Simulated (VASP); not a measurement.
Method: MS2 meta-GGA, VASP's PBE PAW potentials (set 64) (plane waves; VASP 6.6.1).

VASP ran on this input.

**POSCAR**
```
CsSnI3
1
    6.2121715315    -0.0000000000     0.0000000000
    0.0000000000     6.2121715315     0.0000000000
   -0.0000000000    -0.0000000000     6.2121715315
Cs Sn I
1 1 3
Direct
  0.0000000000   0.0000000000   0.0000000000
  0.5000000000   0.5000000000   0.5000000000
  0.5000000000   0.0000000000   0.5000000000
  0.0000000000   0.5000000000   0.5000000000
  0.5000000000   0.5000000000   0.0000000000
```

INCAR:
```
SYSTEM = CsSnI3
PREC = Accurate; ENCUT = 520; LREAL = .FALSE.
LASPH = .TRUE.
EDIFF = 1E-6; NELM = 100; ALGO = Normal
LMAXMIX = 4; LMIXTAU = .TRUE.
ISMEAR = 0; SIGMA = 0.05
METAGGA = MS2
IBRION = 2; NSW = 60; ISIF = 3
EDIFFG = -0.02
LWAVE = .FALSE.; LCHARG = .FALSE.
```

### KPOINTS
```
Automatic mesh
0
Gamma
4 4 4
```

POTCAR, in this order: Cs_sv Sn_d I (PBE.64 set). Program: vasp_std.

The resulting files:

OSZICAR:
```
       N       E                     dE             d eps       ncg     rms          rms(c)
DAV:   1     0.346112203192E+03    0.34611E+03   -0.17244E+04   520   0.145E+03
DAV:   2     0.350397446944E+02   -0.31107E+03   -0.30393E+03   604   0.303E+02
DAV:   3    -0.654159017020E+01   -0.41581E+02   -0.40889E+02   636   0.121E+02
DAV:   4    -0.804670789137E+01   -0.15051E+01   -0.15016E+01   612   0.273E+01
DAV:   5    -0.808517433567E+01   -0.38466E-01   -0.38447E-01   764   0.442E+00    0.881E+00
DAV:   6     0.135157839337E+01    0.94368E+01   -0.59247E+00   520   0.289E+01    0.426E+00
DAV:   7     0.889374769916E+01    0.75422E+01   -0.66430E+00   520   0.242E+01    0.140E+00
DAV:   8     0.877864023339E+01   -0.11511E+00   -0.37930E-01   592   0.667E+00    0.780E-01
DAV:   9     0.876324181655E+01   -0.15398E-01   -0.27995E-01   524   0.491E+00    0.392E-01
DAV:  10     0.869562475724E+01   -0.67617E-01   -0.22783E-01   524   0.481E+00    0.424E-01
DAV:  11     0.869451486214E+01   -0.11099E-02   -0.38324E-03   640   0.579E-01    0.242E-01
DAV:  12     0.867736671821E+01   -0.17148E-01   -0.26558E-02   530   0.153E+00    0.114E-01
DAV:  13     0.867478245718E+01   -0.25843E-02   -0.80603E-03   532   0.842E-01    0.527E-02
DAV:  14     0.867327498593E+01   -0.15075E-02   -0.10975E-03   546   0.315E-01    0.261E-02
DAV:  15     0.867263733584E+01   -0.63765E-03   -0.31621E-04   544   0.182E-01    0.175E-02
DAV:  16     0.867256789199E+01   -0.69444E-04   -0.96548E-05   588   0.906E-02    0.102E-02
DAV:  17     0.867254778479E+01   -0.20107E-04   -0.71923E-05   556   0.760E-02    0.724E-03
DAV:  18     0.867249488736E+01   -0.52897E-04   -0.62970E-05   538   0.805E-02    0.394E-03
DAV:  19     0.867248609898E+01   -0.87884E-05   -0.50880E-06   596   0.209E-02    0.305E-03
DAV:  20     0.867248631023E+01    0.21125E-06   -0.28659E-07   354   0.525E-03
   1 F= 0.86724863E+01 E0= 0.86724868E+01  d E =0.867249E+01
```

### OUTCAR
```
------------------------ aborting loop because EDIFF is reached ----------------------------------------
  FORCE on cell =-STRESS in cart. coord.  units (eV):
  Direction    XX          YY          ZZ          XY          YZ          ZX
  --------------------------------------------------------------------------------------
  Total       -0.0696989     -0.0696989     -0.0696989      0.0000000     -0.0000000      0.0000000
  in kB       -0.4658071     -0.4658071     -0.4658071      0.0000000     -0.0000000      0.0000000
  external PRESSURE =      -0.4658071 kB  Pullay stress =       0.0000000 kB
  volume of cell :      239.73
      direct lattice vectors                 reciprocal lattice vectors
     6.212171532  0.000000000  0.000000000     0.160974306  0.000000000  0.000000000
     0.000000000  6.212171532  0.000000000     0.000000000  0.160974306  0.000000000
     0.000000000  0.000000000  6.212171532     0.000000000  0.000000000  0.160974306
 POSITION                                       TOTAL-FORCE (eV/Angst)
 -----------------------------------------------------------------------------------
      0.00000      0.00000      0.00000         0.000000      0.000000      0.000000
      3.10609      3.10609      3.10609         0.000000      0.000000      0.000000
      3.10609      0.00000      3.10609         0.000000      0.000000      0.000000
      0.00000      3.10609      3.10609         0.000000      0.000000      0.000000
      3.10609      3.10609      0.00000         0.000000      0.000000      0.000000
 -----------------------------------------------------------------------------------
    total drift:                                0.000000     -0.000000     -0.000000
  FREE ENERGIE OF THE ION-ELECTRON SYSTEM (eV)
  ---------------------------------------------------
  free  energy   TOTEN  =         8.6724863102 eV

  energy  without entropy=        8.6724873322  energy(sigma->0) =        8.67248682

 reached required accuracy - stopping structural energy minimisation
```
(Selected blocks of OUTCAR.)

The compound is CsSnI3 in the cubic perovskite structure, the ideal cubic form; the compound distorts at low or room temperature. It was relaxed first. The start is the result of an earlier pass.
